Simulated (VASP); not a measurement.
Sr (fcc): computed properties

The numbers are results of r2SCAN meta-GGA, VASP's PBE PAW potentials (set 64) (plane waves; VASP), not measurements.

space group: Fm-3m (225)
cell: a = 6.096 Å, b = 6.096 Å, c = 6.096 Å, α = 90.00°, β = 90.00°, γ = 90.00°
volume per atom: 56.62 Å³/atom
band gap (over mesh and band path): none (metal, semimetal or under 0.01 eV)
band gap with spin-orbit coupling: none (metallic)
density: 2.57 g/cm³

```
Sr
1.0
    0.00000     3.04777     3.04777
    3.04777     0.00000     3.04777
    3.04777     3.04777     0.00000
Sr
1
Direct
  0.00000   0.00000   0.00000
```

Measured: a 6.045 Å at 0 K (computed value off by +0.8 %), as given by Gábor I. Csonka et al., Physical Review B (2009), arXiv:0903.4037 [low-temperature or extrapolated to 0 K; zero-point anharmonic expansion removed].

The compound is Sr in the fcc structure. It was relaxed first. Symmetry was kept, so distortions that lower it aren't found.
